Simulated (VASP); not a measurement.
Calculation: PBE GGA, VASP's PBE PAW potentials (set 64) (plane waves; VASP).

A VASP calculation is set up with these files.

INCAR:
```
SYSTEM=Ga35GeN35
PREC=Normal; ENCUT=400; LREAL=Auto
LASPH=.TRUE.; ISYM=0
EDIFF=1E-5; NELM=100; NELMIN=4
ALGO=Fast; LMAXMIX=4
ISMEAR=0; SIGMA=0.05
GGA=PE
IBRION=2; NSW=70; ISIF=2
EDIFFG=-0.03
LWAVE=.TRUE.; LCHARG=.FALSE.
```

KPOINTS:
```
Regular mesh
0
gamma
 1 1 1
```

POSCAR:
```
Ga35GeN35
1
    4.8683178927    -8.4321738171     0.0000000000
    4.8683178927     8.4321738171     0.0000000000
    0.0000000000     0.0000000000    10.5562839806
Ga N Ge
35 35 1
Direct
  0.2222220000   0.1111110000   0.2500000000
  0.1111110000   0.2222220000   0.0000000000
  0.2222220000   0.1111110000   0.7500000000
  0.1127000000   0.2248900000   0.4956640000
  0.2187080000   0.4469560000   0.2467480000
  0.1111110000   0.5555560000   0.0000000000
  0.2222220000   0.4444440000   0.7500000000
  0.1112340000   0.5590860000   0.5018810000
  0.2222220000   0.7777780000   0.2500000000
  0.1111110000   0.8888890000   0.0000000000
  0.2222220000   0.7777780000   0.7500000000
  0.1111110000   0.8888890000   0.5000000000
  0.5555560000   0.1111110000   0.2500000000
  0.4444440000   0.2222220000   0.0000000000
  0.5555560000   0.1111110000   0.7500000000
  0.4444440000   0.2222220000   0.5000000000
  0.5555560000   0.4444440000   0.2500000000
  0.4444440000   0.5555560000   0.0000000000
  0.5555560000   0.4444440000   0.7500000000
  0.5555560000   0.7777780000   0.2500000000
  0.4444440000   0.8888890000   0.0000000000
  0.5555560000   0.7777780000   0.7500000000
  0.4444440000   0.8888890000   0.5000000000
  0.8888890000   0.1111110000   0.2500000000
  0.7777780000   0.2222220000   0.0000000000
  0.8888890000   0.1111110000   0.7500000000
  0.7777780000   0.2222220000   0.5000000000
  0.8888890000   0.4444440000   0.2500000000
  0.7777780000   0.5555560000   0.0000000000
  0.8888890000   0.4444440000   0.7500000000
  0.7777780000   0.5555560000   0.5000000000
  0.8888890000   0.7777780000   0.2500000000
  0.7777780000   0.8888890000   0.0000000000
  0.8888890000   0.7777780000   0.7500000000
  0.7777780000   0.8888890000   0.5000000000
  0.2154690000   0.1095280000   0.4395510000
  0.1145830000   0.2207690000   0.1870090000
  0.2222220000   0.1111110000   0.9385000000
  0.1044290000   0.2203970000   0.6881240000
  0.1060430000   0.5509090000   0.1852870000
  0.2222220000   0.4444440000   0.9385000000
  0.1092280000   0.5532280000   0.6931700000
  0.2255020000   0.7805400000   0.4337500000
  0.1111110000   0.8888890000   0.1885000000
  0.2222220000   0.7777780000   0.9385000000
  0.1111110000   0.8888890000   0.6885000000
  0.5555560000   0.1111110000   0.4385000000
  0.4444440000   0.2222220000   0.1885000000
  0.5555560000   0.1111110000   0.9385000000
  0.4444440000   0.2222220000   0.6885000000
  0.5584480000   0.4448090000   0.4374250000
  0.4422830000   0.5499290000   0.1909570000
  0.5555560000   0.4444440000   0.9385000000
  0.4474310000   0.5547470000   0.6873570000
  0.5600820000   0.7825000000   0.4408240000
  0.4444440000   0.8888890000   0.1885000000
  0.5555560000   0.7777780000   0.9385000000
  0.4444440000   0.8888890000   0.6885000000
  0.8888890000   0.1111110000   0.4385000000
  0.7777780000   0.2222220000   0.1885000000
  0.8888890000   0.1111110000   0.9385000000
  0.7777780000   0.2222220000   0.6885000000
  0.8888890000   0.4444440000   0.4385000000
  0.7777780000   0.5555560000   0.1885000000
  0.8888890000   0.4444440000   0.9385000000
  0.7777780000   0.5555560000   0.6885000000
  0.8888890000   0.7777780000   0.4385000000
  0.7777780000   0.8888890000   0.1885000000
  0.8888890000   0.7777780000   0.9385000000
  0.7777780000   0.8888890000   0.6885000000
  0.4424500000   0.5490700000   0.4991010000
```

POTCAR, in this order: Ga N Ge (PBE.64 set). Program: vasp_gam.

The resulting files:

File OUTCAR:
```
 ion  position               nearest neighbor table
   1  0.222  0.111  0.250-  37 1.95  48 1.98  44 1.98  36 2.00   4 3.20   2 3.24  14 3.24  16 3.24
                            10 3.24  12 3.24   9 3.25  24 3.25  32 3.25  17 3.25  13 3.25   5 3.29
   2  0.111  0.222  0.000-  37 1.97  38 1.98  41 1.98  61 1.98   5 3.22   3 3.24   1 3.24   7 3.24
                            24 3.24  26 3.24  14 3.25  25 3.25  10 3.25  33 3.25  18 3.25   6 3.25
   3  0.222  0.111  0.750-  50 1.98  46 1.98  38 1.99  39 2.02   2 3.24  14 3.24  16 3.24  10 3.24
                            12 3.24   7 3.25  11 3.25  26 3.25  34 3.25  19 3.25  15 3.25   4 3.28
   4  0.113  0.225  0.496-  36 1.93  59 1.98  39 2.03   1 3.20  24 3.21   5 3.23  16 3.24  27 3.25
                             7 3.26   8 3.26  12 3.26  35 3.27   3 3.28  26 3.28
   5  0.219  0.447  0.247-  40 1.94  52 1.98  37 2.01   6 3.18  28 3.20   9 3.20   2 3.22  18 3.23
                             4 3.23  24 3.24  20 3.25   8 3.27   1 3.29  17 3.29
   6  0.111  0.556  0.000-  40 1.96  45 1.98  65 1.98  41 1.98   5 3.18   9 3.24  11 3.24  28 3.24
                            30 3.24   7 3.24  10 3.25  18 3.25  29 3.25  21 3.25  25 3.25   2 3.25
   7  0.222  0.444  0.750-  42 1.96  41 1.99  39 2.00  54 2.01   2 3.24  18 3.24   6 3.24   8 3.24
                             3 3.25  30 3.25  26 3.25  11 3.25  19 3.25  22 3.25   4 3.26
   8  0.111  0.559  0.502-  63 1.99  43 2.00  42 2.02  11 3.20  12 3.21  30 3.22  23 3.23  31 3.23
                             9 3.24   7 3.24  28 3.25   4 3.26  27 3.26   5 3.27
   9  0.222  0.778  0.250-  43 1.94  44 1.98  56 1.98  40 2.03   5 3.20   8 3.24  10 3.24  12 3.24
                            21 3.24  23 3.24   6 3.24   1 3.25  32 3.25  28 3.25  13 3.25  20 3.25
  10  0.111  0.889  0.000-  45 1.98  38 1.98  69 1.98  44 1.99   9 3.24  11 3.24   1 3.24   3 3.24
                            32 3.24  34 3.24   6 3.25  21 3.25  33 3.25   2 3.25  29 3.25  14 3.25
  11  0.222  0.778  0.750-  46 1.98  58 1.98  42 1.99  45 1.99   8 3.20  10 3.24  12 3.24  21 3.24
                            23 3.24   6 3.24   3 3.25  34 3.25  30 3.25  15 3.25  22 3.25   7 3.25
  12  0.111  0.889  0.500-  36 1.97  67 1.98  46 1.99  43 2.00   8 3.21   9 3.24  11 3.24   3 3.24
                             1 3.24  32 3.24  34 3.24  23 3.25  35 3.25  31 3.25  16 3.25   4 3.26
...
```

OSZICAR:
```
...
RMM:   3    -0.422819019912E+03   -0.53977E-03   -0.10311E-02   382   0.214E-01    0.110E-01
RMM:   4    -0.422818860568E+03    0.15934E-03   -0.17358E-03   358   0.913E-02    0.381E-02
RMM:   5    -0.422818891605E+03   -0.31037E-04   -0.43422E-04   406   0.424E-02    0.190E-02
RMM:   6    -0.422818897789E+03   -0.61840E-05   -0.11520E-04   344   0.206E-02    0.115E-02
RMM:   7    -0.422818895790E+03    0.19990E-05   -0.21215E-05   218   0.102E-02
   8 F= -.42281890E+03 E0= -.42281890E+03  d E =-.264649E-01
       N       E                     dE             d eps       ncg     rms          rms(c)
DAV:   1    -0.422821127258E+03   -0.22295E-02   -0.13249E+00   376   0.296E+00    0.216E-01
RMM:   2    -0.422823028218E+03   -0.19010E-02   -0.24751E-02   357   0.345E-01    0.900E-02
RMM:   3    -0.422823224059E+03   -0.19584E-03   -0.36495E-03   383   0.126E-01    0.651E-02
RMM:   4    -0.422823167828E+03    0.56230E-04   -0.60355E-04   357   0.541E-02    0.223E-02
RMM:   5    -0.422823179189E+03   -0.11360E-04   -0.15429E-04   386   0.253E-02    0.112E-02
RMM:   6    -0.422823181324E+03   -0.21359E-05   -0.40831E-05   274   0.124E-02
   9 F= -.42282318E+03 E0= -.42282318E+03  d E =-.307505E-01
       N       E                     dE             d eps       ncg     rms          rms(c)
DAV:   1    -0.422831862438E+03   -0.86832E-02   -0.22610E+00   360   0.385E+00    0.312E-01
RMM:   2    -0.422835387611E+03   -0.35252E-02   -0.46786E-02   356   0.490E-01    0.143E-01
RMM:   3    -0.422835777215E+03   -0.38960E-03   -0.74417E-03   393   0.178E-01    0.100E-01
RMM:   4    -0.422835628329E+03    0.14889E-03   -0.13290E-03   358   0.793E-02    0.315E-02
RMM:   5    -0.422835640335E+03   -0.12006E-04   -0.29113E-04   403   0.346E-02    0.187E-02
RMM:   6    -0.422835640832E+03   -0.49702E-06   -0.10540E-04   348   0.186E-02    0.108E-02
RMM:   7    -0.422835639638E+03    0.11938E-05   -0.16378E-05   215   0.908E-03
  10 F= -.42283564E+03 E0= -.42283564E+03  d E =-.124583E-01
       N       E                     dE             d eps       ncg     rms          rms(c)
DAV:   1    -0.422835653047E+03   -0.12215E-04   -0.36385E-03   424   0.154E-01    0.131E-02
RMM:   2    -0.422835658845E+03   -0.57975E-05   -0.80859E-05   335   0.202E-02    0.565E-03
RMM:   3    -0.422835659629E+03   -0.78418E-06   -0.12128E-05   216   0.772E-03    0.396E-03
RMM:   4    -0.422835659650E+03   -0.20893E-07   -0.27131E-06   214   0.347E-03
  11 F= -.42283566E+03 E0= -.42283566E+03  d E =-.124783E-01
       N       E                     dE             d eps       ncg     rms          rms(c)
DAV:   1    -0.422840551587E+03   -0.48920E-02   -0.15261E+00   360   0.319E+00    0.242E-01
RMM:   2    -0.422842697609E+03   -0.21460E-02   -0.28411E-02   356   0.382E-01    0.108E-01
RMM:   3    -0.422842944556E+03   -0.24695E-03   -0.46336E-03   390   0.141E-01    0.778E-02
RMM:   4    -0.422842852473E+03    0.92083E-04   -0.81168E-04   357   0.630E-02    0.230E-02
RMM:   5    -0.422842862920E+03   -0.10447E-04   -0.18797E-04   399   0.279E-02    0.137E-02
RMM:   6    -0.422842864138E+03   -0.12188E-05   -0.73078E-05   310   0.155E-02
  12 F= -.42284286E+03 E0= -.42284286E+03  d E =-.720449E-02
       N       E                     dE             d eps       ncg     rms          rms(c)
DAV:   1    -0.422842915924E+03   -0.53004E-04   -0.29880E-02   424   0.446E-01    0.339E-02
RMM:   2    -0.422842959303E+03   -0.43379E-04   -0.54071E-04   356   0.526E-02    0.152E-02
RMM:   3    -0.422842965838E+03   -0.65354E-05   -0.94026E-05   315   0.199E-02    0.106E-02
RMM:   4    -0.422842965072E+03    0.76606E-06   -0.15098E-05   215   0.879E-03
  13 F= -.42284297E+03 E0= -.42284297E+03  d E =-.730542E-02
       N       E                     dE             d eps       ncg     rms          rms(c)
DAV:   1    -0.422843811319E+03   -0.84548E-03   -0.14588E+00   356   0.313E+00    0.217E-01
RMM:   2    -0.422846016693E+03   -0.22054E-02   -0.26593E-02   356   0.357E-01    0.922E-02
RMM:   3    -0.422846276679E+03   -0.25999E-03   -0.42117E-03   390   0.133E-01    0.675E-02
RMM:   4    -0.422846194255E+03    0.82425E-04   -0.63812E-04   358   0.568E-02    0.193E-02
RMM:   5    -0.422846205537E+03   -0.11282E-04   -0.16346E-04   390   0.261E-02    0.975E-03
RMM:   6    -0.422846206981E+03   -0.14442E-05   -0.32585E-05   254   0.118E-02
  14 F= -.42284621E+03 E0= -.42284621E+03  d E =-.324191E-02
       N       E                     dE             d eps       ncg     rms          rms(c)
DAV:   1    -0.422846209697E+03   -0.41602E-05   -0.37077E-03   424   0.158E-01    0.110E-02
RMM:   2    -0.422846214764E+03   -0.50668E-05   -0.70059E-05   305   0.185E-02    0.493E-03
RMM:   3    -0.422846214836E+03   -0.71810E-07   -0.80871E-06   213   0.644E-03    0.357E-03
RMM:   4    -0.422846214477E+03    0.35893E-06   -0.17159E-06   206   0.287E-03
  15 F= -.42284621E+03 E0= -.42284621E+03  d E =-.324940E-02
       N       E                     dE             d eps       ncg     rms          rms(c)
DAV:   1    -0.422846854940E+03   -0.64010E-03   -0.88982E-01   356   0.245E+00    0.166E-01
RMM:   2    -0.422848113112E+03   -0.12582E-02   -0.15712E-02   356   0.274E-01    0.708E-02
RMM:   3    -0.422848276848E+03   -0.16374E-03   -0.26017E-03   397   0.103E-01    0.534E-02
RMM:   4    -0.422848222470E+03    0.54378E-04   -0.36709E-04   359   0.434E-02    0.168E-02
RMM:   5    -0.422848225514E+03   -0.30444E-05   -0.88182E-05   356   0.202E-02
  16 F= -.42284823E+03 E0= -.42284823E+03  d E =-.201104E-02
       N       E                     dE             d eps       ncg     rms          rms(c)
DAV:   1    -0.422848226178E+03   -0.37081E-05   -0.27197E-05   320   0.149E-02    0.509E-03
RMM:   2    -0.422848226219E+03   -0.41524E-07   -0.69753E-06   212   0.691E-03    0.299E-03
RMM:   3    -0.422848226303E+03   -0.83435E-07   -0.26673E-06   205   0.339E-03    0.118E-03
RMM:   4    -0.422848226332E+03   -0.28876E-07   -0.44914E-07   105   0.168E-03
  17 F= -.42284823E+03 E0= -.42284823E+03  d E =-.201185E-02
       N       E                     dE             d eps       ncg     rms          rms(c)
DAV:   1    -0.422848586670E+03   -0.36037E-03   -0.45626E-01   356   0.175E+00    0.125E-01
RMM:   2    -0.422849243671E+03   -0.65700E-03   -0.83347E-03   356   0.203E-01    0.555E-02
RMM:   3    -0.422849323452E+03   -0.79781E-04   -0.13772E-03   395   0.761E-02    0.405E-02
RMM:   4    -0.422849293708E+03    0.29744E-04   -0.20934E-04   360   0.325E-02    0.131E-02
RMM:   5    -0.422849295015E+03   -0.13066E-05   -0.49621E-05   270   0.151E-02
  18 F= -.42284930E+03 E0= -.42284930E+03  d E =-.106868E-02
       N       E                     dE             d eps       ncg     rms          rms(c)
DAV:   1    -0.422849318377E+03   -0.24669E-04   -0.81596E-03   408   0.234E-01    0.162E-02
RMM:   2    -0.422849327425E+03   -0.90482E-05   -0.13111E-04   355   0.252E-02    0.676E-03
RMM:   3    -0.422849328022E+03   -0.59715E-06   -0.18175E-05   227   0.934E-03    0.440E-03
RMM:   4    -0.422849327706E+03    0.31667E-06   -0.34813E-06   212   0.400E-03
  19 F= -.42284933E+03 E0= -.42284933E+03  d E =-.110137E-02
       N       E                     dE             d eps       ncg     rms          rms(c)
DAV:   1    -0.422849395658E+03   -0.67636E-04   -0.17577E-01   356   0.109E+00    0.782E-02
RMM:   2    -0.422849653763E+03   -0.25810E-03   -0.32539E-03   356   0.127E-01    0.342E-02
RMM:   3    -0.422849682916E+03   -0.29153E-04   -0.51517E-04   391   0.469E-02    0.247E-02
RMM:   4    -0.422849670997E+03    0.11919E-04   -0.84398E-05   352   0.203E-02    0.762E-03
RMM:   5    -0.422849671586E+03   -0.58948E-06   -0.17540E-05   221   0.922E-03
  20 F= -.42284967E+03 E0= -.42284967E+03  d E =-.343881E-03
```

File OUTCAR:
```
------------------------ aborting loop because EDIFF is reached ----------------------------------------
  FORCE on cell =-STRESS in cart. coord.  units (eV):
  Direction    XX          YY          ZZ          XY          YZ          ZX
  --------------------------------------------------------------------------------------
  Total        1.2556830      1.9597014     -1.6509524      0.3440513     -0.0902310      0.1889265
  in kB        2.3212988      3.6227715     -3.0520075      0.6360251     -0.1668041      0.3492560
  external PRESSURE =       0.9640209 kB  Pullay stress =       0.0000000 kB
  volume of cell :      866.68
      direct lattice vectors                 reciprocal lattice vectors
     4.868317893 -8.432173817  0.000000000     0.102704879 -0.059296690  0.000000000
     4.868317893  8.432173817  0.000000000     0.102704879  0.059296690  0.000000000
     0.000000000  0.000000000 10.556283981     0.000000000  0.000000000  0.094730305
  FREE ENERGIE OF THE ION-ELECTRON SYSTEM (eV)
  ---------------------------------------------------
  free  energy   TOTEN  =      -422.8496715862 eV

  energy  without entropy=     -422.8496715862  energy(sigma->0) =     -422.84967159

 reached required accuracy - stopping structural energy minimisation
```
(Selected blocks of OUTCAR.)

CONTCAR:
```
Ga35GeN35
   1.00000000000000
     4.8683178927000004   -8.4321738171000007    0.0000000000000000
     4.8683178927000004    8.4321738171000007    0.0000000000000000
     0.0000000000000000    0.0000000000000000   10.5562839805999999
  Ga              N               Ge
    35    35     1
Direct
     0.2233306603630506    0.1101883028843706    0.2486693903535870
     0.1103931062998613    0.2205141932326015    0.9980455759409932
     0.2243728297461093    0.1109331135019015    0.7513441107902945
     0.1043299801713639    0.2066080885532559    0.5058816504795103
     0.2217825155148729    0.4440229166558185    0.2277679659724735
     0.1104064612517410    0.5565011547130566    0.9981666192964972
     0.2232748049929261    0.4450526542219276    0.7515481044067472
     0.1040052298111624    0.5642904591859743    0.5059265753837445
     0.2233138317047401    0.7796253911590156    0.2487187692391703
     0.1110036328581857    0.8888296543905901    0.9999175172467983
     0.2243187702629075    0.7799917602354558    0.7513504428958587
     0.1110417629550794    0.8888334115134314    0.5014121870958654
     0.5558915544075943    0.1110992342908324    0.2489075035076906
     0.4447987601582372    0.2225125076729131    0.9995952743866230
     0.5562829745116977    0.1114247883358958    0.7512453067013963
     0.4455684210713821    0.2214999559352142    0.5016795125800174
     0.5556800966513046    0.4436649949131340    0.2495030734680354
     0.4462313874273782    0.5563511104511223    0.9980625445338878
     0.5573546584703489    0.4439465761785067    0.7489356006558008
     0.5556287529621190    0.7783121627808467    0.2494341604192744
     0.4447683796353965    0.8887960943859827    0.9996134152029711
     0.5574130671459619    0.7799510046784314    0.7490809877730116
     0.4457399428532186    0.8907563707126328    0.5017305419718877
     0.8867340532409234    0.1100409685378952    0.2488533604765084
     0.7775192326445316    0.2220382377677741    0.9998213939479602
     0.8877364471561057    0.1109918545236890    0.7513274062866431
     0.7770337250648779    0.2218234128615467    0.5021875264069410
     0.8866657488506157    0.4431460351296966    0.2488552144371943
     0.7774860249819705    0.5557318769411979    0.9996872747426810
     0.8876515250788383    0.4433549197691161    0.7514066443812424
     0.7785279115047552    0.5594141116474576    0.5023324223680490
     0.8888014636081459    0.7776229354597908    0.2490466158352593
     0.7775528239078801    0.8884800123721585    0.9996066735157114
     0.8905525215844495    0.7785829147957762    0.7516226180067657
     0.7786465196405754    0.8859014295053964    0.5023231711440910
     0.2241662993119931    0.1123890156606658    0.4377956660665794
     0.1101151346493650    0.2204826769364007    0.1894909409866064
     0.2223666275187805    0.1111672597589604    0.9386958357249560
     0.1121599863683264    0.2230963287054969    0.6895932162246698
     0.1101682858453586    0.5560646298443639    0.1897074424889202
     0.2227418963239880    0.4447610239320521    0.9395679728577890
     0.1119102268761619    0.5556699331090943    0.6895134853704906
     0.2241706015983244    0.7784317432773721    0.4378057178821695
     0.1109876009602429    0.8887313316554055    0.1883453051250788
     0.2223474147920791    0.7777776728247306    0.9387188953543437
     0.1122461996288268    0.8894289396234981    0.6885121011211373
     0.5566114674857324    0.1115515867536842    0.4377502023367386
     0.4448598365255941    0.2228423916854399    0.1886408275802952
     0.5554804300617870    0.1109956523520183    0.9388776230659431
     0.4453961338160907    0.2225551633882030    0.6883412654787138
     0.5526004696704544    0.4488807253438759    0.4411182315006182
     0.4454010580406729    0.5558405605902403    0.1887630198606760
     0.5551936117638896    0.4449741235850370    0.9367133547254932
     0.4460845522246790    0.5563379760388942    0.6818929070607537
     0.5525267457388107    0.7701615905715715    0.4411402879293830
     0.4448463953106390    0.8884227894943354    0.1886195490538895
     0.5552023282003358    0.7766627922765686    0.9367733209172032
     0.4453372011906753    0.8893421508633184    0.6884455990924698
     0.8888766573538051    0.1115088151485802    0.4382552596924565
     0.7778719996840577    0.2221810045348408    0.1881326362421339
     0.8888841687845450    0.1108990497268609    0.9386806748111071
     0.7782312916476783    0.2224460355513732    0.6890519697687203
     0.8886177825959263    0.4439839889776847    0.4382214442761557
     0.7766293934765126    0.5549465121907073    0.1887368460482874
     0.8888900588814973    0.4446150614642837    0.9388381109448243
     0.7790569578540056    0.5565010811493795    0.6888823707406840
     0.8904875995503456    0.7785382915858010    0.4376317272554223
     0.7766283008363009    0.8881604945567296    0.1887366532842044
     0.8890037810630621    0.7777752597322813    0.9391195827623297
     0.7791288850261754    0.8893150477615342    0.6888101547955664
     0.4315250408529703    0.5490836894542859    0.4978206497219505
```

At this cut-off the stress carries a Pulay error, which pulls relaxed volumes low. The supercell is sampled at Γ alone, which is coarse: total energies, pressure and levels can be off, energies of defects by several tenths of an eV.

The cell is a supercell with a defect, built from GaN (wurtzite): Ge_Ga-vac_N. The run is not spin-polarised, so no state with unpaired spins was tried.
